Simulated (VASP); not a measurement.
An input for Quantum ESPRESSO's pw.x (written as the equivalent of a VASP run, and not itself run):

```
&CONTROL
  calculation = 'scf'
  pseudo_dir = './pseudo'
  outdir = './out'
  tprnfor = .true.
  tstress = .true.
/
&SYSTEM
  ibrav = 0
  nat = 2
  ntyp = 2
  ecutwfc = 88
  occupations = 'tetrahedra'
  input_dft = 'pbesol'
/
&ELECTRONS
  conv_thr = 7.3e-09
  electron_maxstep = 100
/
ATOMIC_SPECIES
  Be 9.012 Be.upf
  S 32.060 S.upf
CELL_PARAMETERS angstrom
     0.0000000    2.2958712    2.2958712
     2.2958712    0.0000000    2.2958712
     2.2958712    2.2958712    0.0000000
ATOMIC_POSITIONS crystal
  Be   0.0000000  0.0000000  0.0000000
  S    0.5000000  0.5000000  0.5000000
K_POINTS automatic
  11 11 11 0 0 0
```

Problem. Translate this input to VASP (INCAR, KPOINTS, POSCAR, choice of POTCAR).

Solution. One answer among several that fit: 
### KPOINTS
```
Automatic mesh
0
Gamma
11 11 11
0 0 0
```

### INCAR
```
SYSTEM=BeS
PREC=Accurate; ENCUT=400; LREAL=F
LASPH=T
EDIFF=1E-7; NELM=100; ALGO=Normal
ISMEAR=-5
GGA=PS
ISIF=2
LWAVE=F; LCHARG=T; LORBIT=11
NEDOS=601
```

**POSCAR**
```
BeS
1
    0.0000000000     2.2958711982     2.2958711982
    2.2958711982     0.0000000000     2.2958711982
    2.2958711982     2.2958711982     0.0000000000
Be S
1 1
Direct
  0.0000000000   0.0000000000   0.0000000000
  0.5000000000   0.5000000000   0.5000000000
```

POTCAR, in this order: Be S (PBE.64 set). Program: vasp_std.

Limits of the translation: the potentials are each code's own (VASP's PAW set, PseudoDojo norm-conserving files in pw.x), so ENCUT and ecutwfc are chosen apart and not converted; conv_thr bounds pw.x's estimated SCF error, while EDIFF bounds the energy change between steps.

The structure was generated: BeS was put into the rock salt type (Fm-3m), which need not be its known phase. It was relaxed first, which changed the volume by +18 %.
